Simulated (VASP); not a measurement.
Computed with RPBE GGA, VASP's PBE PAW potentials (set 64) (plane waves; VASP).

Input for VASP

### KPOINTS
```
Automatic mesh
0
Gamma
6 6 3
0 0 0
```

File POSCAR:
```
PtS2
1
    1.8020391756    -3.1212234832    -0.0000000000
    1.8020391756     3.1212234832    -0.0000000000
   -0.0000000000     0.0000000000     6.6146189421
Pt S
1 2
Direct
  0.0000000000   0.0000000000   1.0000000000
  0.3333330000   0.6666670000   0.1844726714
  0.6666670000   0.3333330000   0.8155273286
```

### INCAR
```
# general
SYSTEM  = PtS2
PREC    = Accurate
ENCUT   = 520   # plane-wave cut-off (eV)
LREAL   = F   # projection in real space or not
LASPH   = T

# electronic loop
EDIFF   = 1E-6
NELM    = 100   # most electronic steps
ALGO    = Normal   # blocked Davidson
LMAXMIX = 6   # l cut-off of mixed one-centre charges

# smearing
ISMEAR  = 0   # Gaussian
SIGMA   = 0.05   # width (eV)

# functional
GGA     = RP

# ions
IBRION  = 2   # conjugate gradients
NSW     = 60   # most ionic steps
ISIF    = 3   # ions, shape and volume
EDIFFG  = -0.02   # ionic stop

# output
LWAVE   = F
LCHARG  = F
```

POTCAR, in this order: Pt S (PBE.64 set). Program: vasp_std.

What VASP printed:

**OUTCAR**
```
 ion  position               nearest neighbor table
   1  0.000  0.000  0.000-   2 2.41   3 2.41   3 2.41   2 2.41   3 2.41   2 2.41
   2  0.333  0.667  0.184-   1 2.41   1 2.41   1 2.41
   3  0.667  0.333  0.816-   1 2.41   1 2.41   1 2.41
  LATTYP: Found a hexagonal cell.
 ALAT       =     3.6040784151
 C/A-ratio  =     1.8353149350
 Subroutine PRICEL returns:
 Original cell was already a primitive cell.
 Subroutine GETGRP returns: Found 12 space group operations
The static configuration has the point symmetry D_3d.
The dynamic configuration has the point symmetry D_3d.
 Subroutine INISYM returns: Found 12 space group operations
 Subroutine IBZKPT returns following result:
 Found     17 irreducible k-points:

 Following reciprocal coordinates:
            Coordinates               Weight
  0.000000  0.000000  0.000000      1.000000
  0.166667  0.000000  0.000000      6.000000
  0.333333  0.000000  0.000000      6.000000
  0.500000 -0.000000  0.000000      3.000000
  0.166667  0.166667  0.000000      6.000000
  0.333333  0.166667  0.000000     12.000000
  0.333333  0.333333  0.000000      2.000000
  0.000000  0.000000  0.333333      2.000000
  0.166667  0.000000  0.333333      6.000000
  0.000000  0.166667  0.333333      6.000000
  0.333333  0.000000  0.333333      6.000000
  0.000000  0.333333  0.333333      6.000000
  0.500000 -0.000000  0.333333      6.000000
  0.166667  0.166667  0.333333     12.000000
  0.333333  0.166667  0.333333     12.000000
 -0.166667  0.500000  0.333333     12.000000
  0.333333  0.333333  0.333333      4.000000
   k-points           NKPTS =     17   k-points in BZ     NKDIM =     17   number of bands    NBANDS=     15
   number of dos      NEDOS =    301   number of ions     NIONS =      3
   total plane-waves  NPLWV =  39200
   dimension x,y,z NGX =    28 NGY =   28 NGZ =   50
   dimension x,y,z NGXF=    56 NGYF=   56 NGZF=  100
   ions per type =               1   2
   PREC   = accura    normal or accurate (medium, high low for compatibility)
   ISTART =      0    job   : 0-new  1-cont  2-samecut
   ICHARG =      2    charge: 1-file 2-atom 10-const
   ISPIN  =      1    spin polarized calculation?
   LNONCOLLINEAR =      F non collinear calculations
   LSORBIT =      F    spin-orbit coupling
   INIWAV =      1    electr: 0-lowe 1-rand  2-diag
   ENCUT  =  520.0 eV  38.22 Ry    6.18 a.u.   6.70  6.70 12.30*2*pi/ulx,y,z
   NELM   =    100;   NELMIN=  2; NELMDL= -5     # of ELM steps
   EDIFF  = 0.1E-05   stopping-criterion for ELM
   LREAL  =      F    real-space projection
   NLSPLINE    = F    spline interpolate recip. space projectors
   LMAXMIX     =    6 max onsite mixed and CHGCAR
   VOSKOWN=      0    Vosko Wilk Nusair interpolation
   EDIFFG = -.2E-01   stopping-criterion for IOM
   NSW    =     60    number of steps for IOM
   NBLOCK =      1;   KBLOCK =     60    inner block; outer block
   IBRION =      2    ionic relax: 0-MD 1-quasi-New 2-CG
   NFREE  =      1    steps in history (QN), initial steepest desc. (CG)
   ISIF   =      3    stress and relaxation
   ISYM   =      2    0-nonsym 1-usesym 2-fastsym
   TEIN   =    0.0    initial temperature
   TEBEG  =    0.0;   TEEND  =   0.0 temperature during run
   SMASS  =  -3.00    Nose mass-parameter (am)
   PSTRESS=    0.0 pullay stress
   NELECT =      22.0000    total number of electrons
   EFERMI =   0.00;   METHOD = LEGACY
   ISMEAR =     0;   SIGMA  =   0.05  broadening in eV -4-tet -1-fermi 0-gaus
   IALGO  =     38    algorithm
   LDIAG  =      T    sub-space diagonalisation (order eigenvalues)
   IMIX   =      4    mixing-type and parameters
     AMIX     =   0.40;   BMIX     =  1.00
     AMIX_MAG =   1.60;   BMIX_MAG =  1.00
     AMIN     =   0.10
...
```

### OSZICAR
```
...
DAV:   3    -0.142900780525E+02    0.17710E-01   -0.27801E-02   650   0.179E+00    0.624E-01
DAV:   4    -0.142806054658E+02    0.94726E-02   -0.41410E-02   615   0.116E+00    0.326E-01
DAV:   5    -0.142804025185E+02    0.20295E-03   -0.20642E-03   615   0.337E-01    0.165E-01
DAV:   6    -0.142800970981E+02    0.30542E-03   -0.94119E-04   678   0.244E-01    0.110E-01
DAV:   7    -0.142798157204E+02    0.28138E-03   -0.41510E-04   650   0.181E-01    0.384E-02
DAV:   8    -0.142798001912E+02    0.15529E-04   -0.41760E-05   671   0.551E-02    0.358E-02
DAV:   9    -0.142797955672E+02    0.46240E-05   -0.68306E-06   643   0.207E-02    0.937E-03
DAV:  10    -0.142797928712E+02    0.26960E-05   -0.75236E-06   664   0.188E-02    0.788E-03
DAV:  11    -0.142797928031E+02    0.68069E-07   -0.44051E-07   486   0.493E-03
  17 F= -.14279793E+02 E0= -.14279793E+02  d E =-.164390E-02
       N       E                     dE             d eps       ncg     rms          rms(c)
DAV:   1    -0.143112049872E+02   -0.31412E-01   -0.17056E+00   510   0.906E+00    0.136E+00
DAV:   2    -0.142886623445E+02    0.22543E-01   -0.13640E-01   538   0.389E+00    0.626E-01
DAV:   3    -0.142833732563E+02    0.52891E-02   -0.83875E-03   629   0.964E-01    0.291E-01
DAV:   4    -0.142808026901E+02    0.25706E-02   -0.10858E-02   657   0.600E-01    0.167E-01
DAV:   5    -0.142805129587E+02    0.28973E-03   -0.67110E-04   678   0.185E-01    0.860E-02
DAV:   6    -0.142803703417E+02    0.14262E-03   -0.19339E-04   708   0.111E-01    0.537E-02
DAV:   7    -0.142802943328E+02    0.76009E-04   -0.13306E-04   664   0.825E-02    0.198E-02
DAV:   8    -0.142802912752E+02    0.30577E-05   -0.83985E-06   671   0.287E-02    0.110E-02
DAV:   9    -0.142802901764E+02    0.10987E-05   -0.24779E-06   561   0.115E-02    0.344E-03
DAV:  10    -0.142802901878E+02   -0.11434E-07   -0.63627E-07   550   0.612E-03
  18 F= -.14280290E+02 E0= -.14280290E+02  d E =-.214128E-02
       N       E                     dE             d eps       ncg     rms          rms(c)
DAV:   1    -0.142979457790E+02   -0.17656E-01   -0.62844E-01   517   0.596E+00    0.932E-01
DAV:   2    -0.142844800559E+02    0.13466E-01   -0.70698E-02   517   0.290E+00    0.515E-01
DAV:   3    -0.142818773215E+02    0.26027E-02   -0.40784E-03   664   0.710E-01    0.230E-01
DAV:   4    -0.142806902445E+02    0.11871E-02   -0.72427E-03   615   0.468E-01    0.121E-01
DAV:   5    -0.142806041905E+02    0.86054E-04   -0.34747E-04   615   0.144E-01    0.832E-02
DAV:   6    -0.142805645028E+02    0.39688E-04   -0.70614E-05   692   0.809E-02    0.546E-02
DAV:   7    -0.142804966213E+02    0.67882E-04   -0.91656E-05   664   0.763E-02    0.336E-02
DAV:   8    -0.142804956123E+02    0.10090E-05   -0.49228E-06   664   0.202E-02    0.212E-02
DAV:   9    -0.142804947992E+02    0.81310E-06   -0.11971E-06   536   0.805E-03
  19 F= -.14280495E+02 E0= -.14280495E+02  d E =-.204611E-03
       N       E                     dE             d eps       ncg     rms          rms(c)
DAV:   1    -0.142857348770E+02   -0.52393E-02   -0.19000E-01   510   0.328E+00    0.514E-01
DAV:   2    -0.142816979848E+02    0.40369E-02   -0.21357E-02   510   0.160E+00    0.277E-01
DAV:   3    -0.142809027923E+02    0.79519E-03   -0.12381E-03   657   0.392E-01    0.121E-01
DAV:   4    -0.142805332022E+02    0.36959E-03   -0.21690E-03   657   0.256E-01    0.662E-02
DAV:   5    -0.142805026652E+02    0.30537E-04   -0.10062E-04   615   0.772E-02    0.461E-02
DAV:   6    -0.142804873998E+02    0.15265E-04   -0.22024E-05   692   0.442E-02    0.304E-02
DAV:   7    -0.142804625040E+02    0.24896E-04   -0.31130E-05   657   0.430E-02    0.193E-02
DAV:   8    -0.142804622166E+02    0.28741E-06   -0.14624E-06   528   0.115E-02
  20 F= -.14280462E+02 E0= -.14280462E+02  d E =-.172029E-03
       N       E                     dE             d eps       ncg     rms          rms(c)
DAV:   1    -0.142812467101E+02   -0.78421E-03   -0.27898E-02   510   0.125E+00    0.191E-01
DAV:   2    -0.142806612736E+02    0.58544E-03   -0.31080E-03   545   0.607E-01    0.107E-01
DAV:   3    -0.142805447860E+02    0.11649E-03   -0.17892E-04   629   0.149E-01    0.472E-02
DAV:   4    -0.142804917408E+02    0.53045E-04   -0.31370E-04   650   0.987E-02    0.255E-02
DAV:   5    -0.142804886787E+02    0.30621E-05   -0.14977E-05   629   0.296E-02    0.173E-02
DAV:   6    -0.142804872984E+02    0.13803E-05   -0.30244E-06   572   0.168E-02    0.109E-02
DAV:   7    -0.142804863554E+02    0.94307E-06   -0.40354E-06   561   0.151E-02
  21 F= -.14280486E+02 E0= -.14280486E+02  d E =-.196168E-03
       N       E                     dE             d eps       ncg     rms          rms(c)
DAV:   1    -0.142810019835E+02   -0.51469E-03   -0.18200E-02   510   0.101E+00    0.155E-01
DAV:   2    -0.142806128782E+02    0.38911E-03   -0.20399E-03   510   0.493E-01    0.869E-02
DAV:   3    -0.142805349672E+02    0.77911E-04   -0.11814E-04   629   0.121E-01    0.384E-02
DAV:   4    -0.142804986782E+02    0.36289E-04   -0.21008E-04   664   0.801E-02    0.206E-02
DAV:   5    -0.142804967458E+02    0.19323E-05   -0.10127E-05   622   0.245E-02    0.140E-02
DAV:   6    -0.142804958659E+02    0.87996E-06   -0.20161E-06   550   0.138E-02
  22 F= -.14280496E+02 E0= -.14280496E+02  d E =-.205678E-03
       N       E                     dE             d eps       ncg     rms          rms(c)
DAV:   1    -0.142806226068E+02   -0.12586E-03   -0.45368E-03   510   0.504E-01    0.763E-02
DAV:   2    -0.142805253088E+02    0.97298E-04   -0.51117E-04   510   0.246E-01    0.455E-02
DAV:   3    -0.142805056151E+02    0.19694E-04   -0.29407E-05   643   0.602E-02    0.210E-02
DAV:   4    -0.142804963311E+02    0.92840E-05   -0.54898E-05   664   0.407E-02    0.105E-02
DAV:   5    -0.142804960864E+02    0.24475E-06   -0.28310E-06   622   0.129E-02
  23 F= -.14280496E+02 E0= -.14280496E+02  d E =-.205899E-03
       N       E                     dE             d eps       ncg     rms          rms(c)
DAV:   1    -0.142806469436E+02   -0.15061E-03   -0.33467E-03   510   0.457E-01    0.654E-02
DAV:   2    -0.142805838301E+02    0.63114E-04   -0.20345E-04   601   0.130E-01    0.265E-02
DAV:   3    -0.142805725201E+02    0.11310E-04   -0.29990E-05   629   0.395E-02    0.114E-02
DAV:   4    -0.142805697650E+02    0.27550E-05   -0.76955E-06   678   0.256E-02    0.956E-03
DAV:   5    -0.142805687774E+02    0.98764E-06   -0.69449E-07   563   0.598E-03
  24 F= -.14280569E+02 E0= -.14280569E+02  d E =-.726910E-04
       N       E                     dE             d eps       ncg     rms          rms(c)
DAV:   1    -0.142808596548E+02   -0.28989E-03   -0.10645E-02   517   0.818E-01    0.114E-01
DAV:   2    -0.142806581154E+02    0.20154E-03   -0.66186E-04   622   0.239E-01    0.475E-02
DAV:   3    -0.142806243078E+02    0.33808E-04   -0.94633E-05   636   0.723E-02    0.208E-02
DAV:   4    -0.142806164517E+02    0.78561E-05   -0.25735E-05   678   0.456E-02    0.175E-02
DAV:   5    -0.142806143253E+02    0.21264E-05   -0.19824E-06   542   0.102E-02    0.751E-03
DAV:   6    -0.142806133125E+02    0.10128E-05   -0.12921E-06   563   0.755E-03    0.246E-03
DAV:   7    -0.142806132787E+02    0.33782E-07   -0.13187E-07   346   0.273E-03
  25 F= -.14280613E+02 E0= -.14280613E+02  d E =-.117192E-03
       N       E                     dE             d eps       ncg     rms          rms(c)
DAV:   1    -0.142807428346E+02   -0.12952E-03   -0.46240E-03   538   0.517E-01    0.754E-02
DAV:   2    -0.142806644202E+02    0.78414E-04   -0.60100E-04   608   0.239E-01    0.554E-02
DAV:   3    -0.142806498581E+02    0.14562E-04   -0.52486E-05   587   0.753E-02    0.239E-02
DAV:   4    -0.142806440341E+02    0.58239E-05   -0.19003E-05   650   0.253E-02    0.983E-03
DAV:   5    -0.142806434887E+02    0.54545E-06   -0.15942E-06   572   0.109E-02
  26 F= -.14280643E+02 E0= -.14280643E+02  d E =-.302100E-04
```

File OUTCAR:
```
------------------------ aborting loop because EDIFF is reached ----------------------------------------
  FORCE on cell =-STRESS in cart. coord.  units (eV):
  Direction    XX          YY          ZZ          XY          YZ          ZX
  --------------------------------------------------------------------------------------
  Total        0.0083056      0.0083056      0.0200744      0.0000000      0.0000000     -0.0000000
  in kB        0.1668756      0.1668756      0.4033347      0.0000000      0.0000000     -0.0000000
  external PRESSURE =       0.2456953 kB  Pullay stress =       0.0000000 kB
  volume of cell :       79.74
      direct lattice vectors                 reciprocal lattice vectors
     1.798152436 -3.114491453 -0.000000000     0.278063189 -0.160539853 -0.000000000
     1.798152436  3.114491453  0.000000000     0.278063189  0.160539853  0.000000000
    -0.000000000 -0.000000000  7.119402444    -0.000000000 -0.000000000  0.140461227
 POSITION                                       TOTAL-FORCE (eV/Angst)
 -----------------------------------------------------------------------------------
      1.79815     -3.11449     -0.00000        -0.000000      0.000000      0.000000
      1.79815      1.03817      1.22785        -0.000000     -0.000000      0.002582
      1.79815     -1.03817      5.89155         0.000000      0.000000     -0.002582
 -----------------------------------------------------------------------------------
    total drift:                               -0.000000     -0.000000     -0.000000
  FREE ENERGIE OF THE ION-ELECTRON SYSTEM (eV)
  ---------------------------------------------------
  free  energy   TOTEN  =       -14.2806434887 eV

  energy  without entropy=      -14.2806434887  energy(sigma->0) =      -14.28064349

 reached required accuracy - stopping structural energy minimisation
```
(Selected blocks of OUTCAR.)

CONTCAR:
```
PtS2
   1.00000000000000
     1.7981524363804759   -3.1144914528844847   -0.0000000000000001
     1.7981524363804759    3.1144914528844847    0.0000000000000001
    -0.0000000000000004   -0.0000000000000009    7.1194024442375339
  Pt              S
     1     2
Direct
     1.0000000000000000    0.0000000000000000    0.0000000000000000
     0.3333330000000032    0.6666669999999968    0.1724655622397122
     0.6666669999999968    0.3333330000000032    0.8275344377602878
```

Energy and stress use the plane-wave basis of the starting cell. Without a dispersion term in the relaxation, distances and binding between the weakly bound layers, chains or molecules are unreliable, and so is what depends on them.

The compound is PtS2 in the 1T layered structure. This run relaxes it. Symmetry was kept, so distortions that lower it aren't found. The start is the result of an earlier pass.
